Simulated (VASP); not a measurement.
Input of a VASP 6.6.1 run:

INCAR

```
PREC = Accurate ; ENCUT = 520
EDIFF = 1E-6 ; ISMEAR = 0
SIGMA = 0.03 ; LREAL = False
LASPH = True ; NELM = 120
ALGO = Normal ; ISIF = 3
LWAVE = False ; LCHARG = False
GGA = PE ; IBRION = 2
NSW = 90 ; EDIFFG = -0.01
KPAR = 8
```

KPOINTS

```
Automatic mesh
0
Gamma
  8 8 4
```

Contents of POSCAR:

```
Ga2GeO5
1.0
    1.8580000000     -4.9540000000      0.0000000000
    1.8580000000      4.9540000000      0.0000000000
    0.0000000000      0.0000000000      9.7170000000
Ga Ge O
4 2 10
Direct
    0.1340331000      0.8659669000      0.9326438200
    0.1340331000      0.8659669000      0.5673561800
    0.8659669000      0.1340331000      0.4326438200
    0.8659669000      0.1340331000      0.0673561800
    0.8160072700      0.1839927300      0.7500000000
    0.1839927300      0.8160072700      0.2500000000
    0.9459023000      0.0540977000      0.8845837200
    0.9459023000      0.0540977000      0.6154162800
    0.6904521600      0.3095478400      0.9118555100
    0.6904521600      0.3095478400      0.5881444900
    0.0540977000      0.9459023000      0.3845837200
    0.0540977000      0.9459023000      0.1154162800
    0.3095478400      0.6904521600      0.0881444900
    0.3095478400      0.6904521600      0.4118555100
    0.7445498600      0.2554501400      0.2500000000
    0.2554501400      0.7445498600      0.7500000000
```

Potentials or basis: VASP PAW PBE potentials, release 64 (Ga_d, Ge_d, O).

Launch:

```sh
$ cat potpaw_PBE.64/Ga_d/POTCAR potpaw_PBE.64/Ge_d/POTCAR potpaw_PBE.64/O/POTCAR > POTCAR
$ mpirun -np 8 vasp_std > vasp.out
```

Problem. Predict the space group after relaxing (to 0.05 Å).

Solution. Cmcm (No. 63).

Problem. Estimate the relaxed cell.

Solution. a = 5.296 Å, b = 5.296 Å, c = 9.727 Å, α = 90.00°, β = 90.00°, γ = 138.97°.

Final structure:
```xyz
16
Lattice="1.8560 -4.9604 0.0000 1.8560 4.9604 0.0000 0.0000 0.0000 9.7273" Properties=species:S:1:pos:R:3 pbc="T T T"
Ga    1.8560    3.6343    9.0706
Ga    1.8560    3.6343    5.5204
Ga    1.8560   -3.6343    4.2069
Ga    1.8560   -3.6343    0.6567
Ge    1.8560   -3.1362    7.2955
Ge    1.8560    3.1362    2.4318
O     1.8560   -4.4223    8.6053
O     1.8560   -4.4223    5.9856
O     1.8560   -1.8890    8.8634
O     1.8560   -1.8890    5.7276
O     1.8560    4.4223    3.7417
O     1.8560    4.4223    1.1220
O     1.8560    1.8890    0.8639
O     1.8560    1.8890    3.9997
O     1.8560   -2.4221    2.4318
O     1.8560    2.4221    7.2955
```
